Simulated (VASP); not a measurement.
PtS2:

```xyz
3
Lattice="3.5432 0.0000 0.0000 -1.7716 3.0685 0.0000 0.0000 0.0000 5.0388" Properties=species:S:1:pos:R:3 pbc="T T T"
Pt    0.0000    0.0000    0.0000
S     0.0000    2.0457    1.1438
S     1.7716    1.0228    3.8950
```

| Quantity | Value |
| --- | --- |
| Program | VASP 6.6.1 |
| Task | relaxation of cell and atoms |
| Functional | PBE |
| Dispersion | D3(BJ) |
| Potentials or basis | VASP PAW PBE potentials, release 64 (Pt, S) |
| Cutoff | 600 eV |
| k mesh | 9 × 9 × 5 |
| Occupations | gaussian, width 0.03 eV |
| Spin | no spin polarisation |

At the start: pressure 7.3 GPa; volume 18.26 Å³/atom.

Task: How do energy, volume and symmetry change on relaxing?

Result: Over 19 steps the energy falls by 43.8 meV/atom and the volume is 17.30 Å³/atom (-5.2 %); space group P-3m1 (No. 164, to 0.05 Å).

The path:
```csv
step,energy change (eV),largest force (eV/Å),pressure (GPa),volume (Å³)
1,0.0000,1.2457,7.29,54.78
2,0.1353,0.9046,-11.33,61.64
3,-0.0790,0.3172,-1.13,57.21
4,-0.0791,0.3407,-0.91,57.13
5,-0.0925,0.2305,-0.65,56.62
6,-0.1002,0.0717,-0.26,55.91
7,-0.1003,0.0581,-0.22,55.85
8,-0.1049,0.0603,-0.18,55.47
9,-0.1170,0.0691,0.02,54.32
10,-0.1302,0.0954,0.85,52.01
11,-0.1248,0.2079,-2.36,52.53
12,-0.1313,0.0061,-0.09,52.16
13,-0.1313,0.0037,-0.12,52.16
14,-0.1314,0.0002,-0.11,52.09
15,-0.1314,0.0049,-0.13,52.00
16,-0.1314,0.0138,-0.13,51.84
17,-0.1314,0.0066,-0.12,51.96
18,-0.1313,0.0334,0.40,51.78
19,-0.1314,0.0033,0.01,51.91
```

Final structure:
```
CELL_PARAMETERS angstrom
3.57860 0.00000 0.00000
-1.78930 3.09915 0.00000
0.00000 0.00000 4.68068
ATOMIC_POSITIONS crystal
Pt 0.00000 0.00000 0.00000
S 0.33333 0.66667 0.25757
S 0.66667 0.33333 0.74243
```
